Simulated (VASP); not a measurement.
Computed with HSE06 screened hybrid, VASP's PBE PAW potentials (set 64) (plane waves; VASP).

A VASP calculation is set up with these files.

**INCAR**
```
SYSTEM=B31N31Si
PREC=Normal; ENCUT=400; LREAL=Auto
LASPH=.True.; ISYM=0; NELECT=253.0
EDIFF=1E-5; NELM=50; NELMIN=4
ALGO=Normal
ISMEAR=0; SIGMA=0.05
GGA=PE; LHFCALC=.True.; AEXX=0.25
HFSCREEN=0.2; PRECFOCK=Fast
ISPIN=2; MAGMOM=63*0.0159; NUPDOWN=1
ISIF=0
LWAVE=.False.; LCHARG=.False.; LORBIT=10
```

**POSCAR**
```
B31N31Si
1
    7.2488848260     0.0000000000     0.0000000000
    0.0000000000     7.2488848260     0.0000000000
    0.0000000000     0.0000000000     7.2488848260
B N Si
31 31 1
Direct
  0.4981986724   0.0000688121   0.0007039994
  0.7477938708   0.2527542143   0.0038339810
  0.7479068370   0.0025721148   0.2531564841
  0.9986723666   0.0012614849   0.0017771389
  0.2469388888   0.2495179863   0.9996858402
  0.5007376748   0.5008115565   0.9977737768
  0.7498846736   0.7530629189   0.9979297090
  0.2468253334   0.9989052297   0.2502611871
  0.4854274685   0.2458068340   0.2479217399
  0.7427656966   0.5191683563   0.2518392827
  0.5004306981   0.9967170381   0.5014015185
  0.7429329247   0.2494323295   0.5180890740
  0.7497861576   0.9976562851   0.7536743764
  0.9979905531   0.5009129136   0.0024045761
  0.2498023949   0.7493613431   0.9982241490
  0.9943210605   0.2529756987   0.2535749351
  0.2478339403   0.5016918200   0.2477541874
  0.4979175827   0.7510235800   0.2463812931
  0.9982896894   0.0014718258   0.5016543408
  0.2479164444   0.2471969268   0.5025680208
  0.7545661117   0.7517304672   0.5016911183
  0.2497644533   0.9975846245   0.7501540128
  0.4977417448   0.2460828985   0.7516710549
  0.7543041939   0.5009499224   0.7524636213
  0.0019048073   0.7527326209   0.2500868208
  0.0011990482   0.4999317598   0.5001661678
  0.2527291427   0.7459325205   0.4976560312
  0.0014170330   0.2494597982   0.7532228276
  0.2527727658   0.4968538614   0.7467775236
  0.5024025101   0.7459050397   0.7467595046
  0.0021556006   0.7493960705   0.7501224138
  0.6220150922   0.1279166065   0.1289744457
  0.8694863824   0.3787300052   0.1295520500
  0.8695991755   0.1284188409   0.3791825487
  0.1219647917   0.1261754695   0.1268095742
  0.3712644417   0.3750315140   0.1213532492
  0.6246617558   0.6330085950   0.1160145074
  0.8743703549   0.8776816783   0.1260128111
  0.3708291068   0.1199441402   0.3759250452
  0.8817011169   0.6318797434   0.3752830861
  0.6244460436   0.1157036441   0.6330545834
  0.8805668706   0.3746527888   0.6315367661
  0.8741639388   0.1255999321   0.8783294643
  0.1237092668   0.6259266752   0.1229785806
  0.3729698119   0.8765435395   0.1231929084
  0.1239041065   0.3747920382   0.3755162169
  0.3722691055   0.6259806879   0.3646060773
  0.6247765287   0.8745445197   0.3754005138
  0.1235379492   0.1224008954   0.6266690241
  0.3722425634   0.3641306647   0.6268915349
  0.6371045165   0.6260649526   0.6269952673
  0.8774535756   0.8762972283   0.6271390057
  0.3730605191   0.1225747315   0.8771821933
  0.6247629482   0.3747188286   0.8754750370
  0.8774962918   0.6262969941   0.8767790333
  0.1242937631   0.8768770812   0.3752063997
  0.1273006260   0.6234818758   0.6242504181
  0.3756812926   0.8713404481   0.6242978709
  0.1240659715   0.3745771177   0.8774880390
  0.3757246172   0.6235078840   0.8722321575
  0.6253754093   0.8758924162   0.8762584343
  0.1250770695   0.8747987680   0.8754227548
  0.5607356573   0.4490628435   0.4479036944
```

File KPOINTS:
```
Automatic mesh
0
Gamma
1 1 1
0 0 0
```

POTCAR, in this order: B N Si (PBE.64 set). Program: vasp_gam. Read from the step before: WAVECAR.

The resulting files:

**OUTCAR**
```
 ion  position               nearest neighbor table
   1  0.498  0.000  0.001-  53 1.55  45 1.55  61 1.57  32 1.59
   2  0.748  0.253  0.004-  33 1.56  54 1.56  32 1.57  43 1.59
   3  0.748  0.003  0.253-  48 1.56  34 1.56  32 1.57  38 1.58
   4  0.999  0.001  0.002-  38 1.56  43 1.56  35 1.56  62 1.59
   5  0.247  0.250  1.000-  59 1.55  36 1.55  35 1.57  53 1.57
   6  0.501  0.501  0.998-  54 1.56  60 1.56  37 1.57  36 1.59
   7  0.750  0.753  0.998-  37 1.52  61 1.54  55 1.57  38 1.58
   8  0.247  0.999  0.250-  56 1.55  39 1.55  35 1.57  45 1.57
   9  0.485  0.246  0.248-  39 1.54  36 1.55  32 1.57  63 2.14
  10  0.743  0.519  0.252-  37 1.54  40 1.58  33 1.63  63 2.00
  11  0.500  0.997  0.501-  48 1.56  58 1.56  41 1.57  39 1.58
  12  0.743  0.249  0.518-  41 1.54  42 1.58  34 1.62  63 2.02
  13  0.750  0.998  0.754-  41 1.52  61 1.54  52 1.57  43 1.58
  14  0.998  0.501  0.002-  44 1.55  55 1.56  59 1.58  33 1.58
  15  0.250  0.749  0.998-  62 1.56  44 1.57  45 1.57  60 1.58
  16  0.994  0.253  0.254-  46 1.56  33 1.57  34 1.57  35 1.60
  17  0.248  0.502  0.248-  47 1.53  44 1.56  36 1.58  46 1.58
  18  0.498  0.751  0.246-  47 1.54  45 1.56  37 1.57  48 1.59
  19  0.998  0.001  0.502-  49 1.55  52 1.55  56 1.58  34 1.58
  20  0.248  0.247  0.503-  50 1.53  49 1.56  39 1.58  46 1.58
  21  0.755  0.752  0.502-  51 1.54  52 1.56  40 1.56  48 1.59  63 2.63
  22  0.250  0.998  0.750-  62 1.56  49 1.57  53 1.57  58 1.58
  23  0.498  0.246  0.752-  50 1.54  53 1.56  41 1.57  54 1.59
  24  0.754  0.501  0.752-  51 1.54  55 1.56  42 1.56  54 1.59  63 2.64
...
```

OSZICAR:
```
       N       E                     dE             d eps       ncg     rms          rms(c)
DAV:   1    -0.620461502269E+03   -0.62046E+03   -0.77704E+00   640   0.830E+00    0.370E+00
DAV:   2    -0.620501251210E+03   -0.39749E-01   -0.13167E-01   720   0.883E-01    0.253E+00
DAV:   3    -0.620482596379E+03    0.18655E-01   -0.11672E-02   752   0.295E-01    0.147E+00
DAV:   4    -0.620477525651E+03    0.50707E-02   -0.66309E-03   752   0.199E-01    0.841E-01
DAV:   5    -0.620476278291E+03    0.12474E-02   -0.12654E-03   712   0.908E-02    0.477E-01
DAV:   6    -0.620475868685E+03    0.40961E-03   -0.27405E-04   704   0.478E-02    0.266E-01
DAV:   7    -0.620475748611E+03    0.12007E-03   -0.90525E-05   720   0.284E-02    0.148E-01
DAV:   8    -0.620475714336E+03    0.34275E-04   -0.19249E-05   456   0.141E-02    0.841E-02
DAV:   9    -0.620475704141E+03    0.10195E-04   -0.69163E-06   432   0.891E-03    0.468E-02
DAV:  10    -0.620475701436E+03    0.27047E-05   -0.18133E-06   432   0.430E-03
   1 F= -.62047570E+03 E0= -.62047570E+03  d E =-.212712E-17  mag=     1.0000
```

**OUTCAR**
```
------------------------ aborting loop because EDIFF is reached ----------------------------------------
  volume of cell :      380.90
      direct lattice vectors                 reciprocal lattice vectors
     7.248884826  0.000000000  0.000000000     0.137952254  0.000000000  0.000000000
     0.000000000  7.248884826  0.000000000     0.000000000  0.137952254  0.000000000
     0.000000000  0.000000000  7.248884826     0.000000000  0.000000000  0.137952254
  FREE ENERGIE OF THE ION-ELECTRON SYSTEM (eV)
  ---------------------------------------------------
  free  energy   TOTEN  =      -620.4757014361 eV

  energy  without entropy=     -620.4757014361  energy(sigma->0) =     -620.47570144

  exchange ACFDT corr.  =         0.00000000  see jH, gK, PRB 81, 115126

 total charge

# of ion       s       p       d       tot
------------------------------------------
    1        0.679   1.351   0.000   2.030
    2        0.675   1.342   0.000   2.017
    3        0.675   1.343   0.000   2.019
    4        0.679   1.356   0.000   2.035
    5        0.682   1.366   0.000   2.047
    6        0.676   1.344   0.000   2.020
    7        0.687   1.389   0.000   2.076
    8        0.683   1.369   0.000   2.052
    9        0.683   1.325   0.000   2.008
   10        0.685   1.358   0.000   2.043
   11        0.676   1.346   0.000   2.022
   12        0.683   1.351   0.000   2.035
   13        0.686   1.388   0.000   2.075
   14        0.679   1.351   0.000   2.030
   15        0.676   1.346   0.000   2.022
   16        0.673   1.335   0.000   2.009
   17        0.680   1.361   0.000   2.042
   18        0.678   1.351   0.000   2.029
   19        0.679   1.352   0.000   2.030
   20        0.680   1.360   0.000   2.040
   21        0.680   1.360   0.000   2.041
   22        0.676   1.345   0.000   2.021
   23        0.678   1.351   0.000   2.029
   24        0.681   1.363   0.000   2.043
   25        0.683   1.375   0.000   2.058
   26        0.675   1.341   0.000   2.016
   27        0.671   1.330   0.000   2.001
   28        0.682   1.370   0.000   2.052
   29        0.671   1.331   0.000   2.002
   30        0.670   1.323   0.000   1.993
   31        0.676   1.349   0.000   2.025
   32        1.227   2.703   0.000   3.931
   33        1.225   2.691   0.000   3.915
   34        1.225   2.693   0.000   3.918
   35        1.227   2.717   0.000   3.944
   36        1.231   2.717   0.000   3.948
   37        1.233   2.745   0.000   3.978
   38        1.227   2.719   0.000   3.946
   39        1.231   2.722   0.000   3.953
   40        1.233   2.724   0.000   3.957
   41        1.232   2.744   0.000   3.976
   42        1.233   2.718   0.000   3.951
   43        1.227   2.718   0.000   3.946
   44        1.230   2.733   0.000   3.963
   45        1.230   2.731   0.000   3.961
   46        1.227   2.718   0.000   3.945
   47        1.233   2.708   0.000   3.942
   48        1.227   2.717   0.000   3.944
   49        1.230   2.733   0.000   3.962
   50        1.234   2.709   0.000   3.942
   51        1.232   2.712   0.000   3.943
   52        1.230   2.733   0.000   3.963
   53        1.229   2.731   0.000   3.961
   54        1.227   2.717   0.000   3.944
   55        1.230   2.733   0.000   3.964
   56        1.232   2.720   0.000   3.952
   57        1.228   2.722   0.000   3.950
   58        1.228   2.721   0.000   3.949
   59        1.232   2.718   0.000   3.950
   60        1.228   2.721   0.000   3.949
   61        1.232   2.729   0.000   3.961
   62        1.229   2.726   0.000   3.955
   63        0.690   1.009   0.000   1.699
--------------------------------------------------
tot         59.846 127.277   0.000 187.123

 magnetization (x)

# of ion       s       p       d       tot
------------------------------------------
    1        0.001   0.003   0.000   0.004
    2        0.000   0.001   0.000   0.001
    3        0.000   0.001   0.000   0.001
    4       -0.000  -0.000   0.000  -0.000
    5        0.002   0.010   0.000   0.012
    6       -0.000  -0.001   0.000  -0.001
    7       -0.000   0.000   0.000   0.000
    8        0.001   0.009   0.000   0.011
    9        0.040   0.200   0.000   0.240
   10        0.006   0.025   0.000   0.032
   11       -0.000  -0.001   0.000  -0.001
   12        0.012   0.049   0.000   0.060
   13        0.000   0.001   0.000   0.001
   14       -0.000  -0.000   0.000  -0.000
   15       -0.000   0.000   0.000   0.000
   16        0.000   0.001   0.000   0.001
   17        0.001   0.000   0.000   0.001
   18       -0.000  -0.000   0.000  -0.000
   19        0.000   0.000   0.000   0.000
   20        0.001   0.000   0.000   0.001
   21       -0.000  -0.001   0.000  -0.001
   22       -0.000   0.000   0.000   0.000
...
```
(Selected blocks of OUTCAR.)

The cell is charged, with a uniform compensating background. The supercell is sampled at Γ alone, which is coarse: total energies, pressure and levels can be off, energies of defects by several tenths of an eV.

The cell is a supercell with a defect, built from BN (zinc blende): Si_B-vac_N, charge -1. The cell's shape comes from a PBE relaxation.
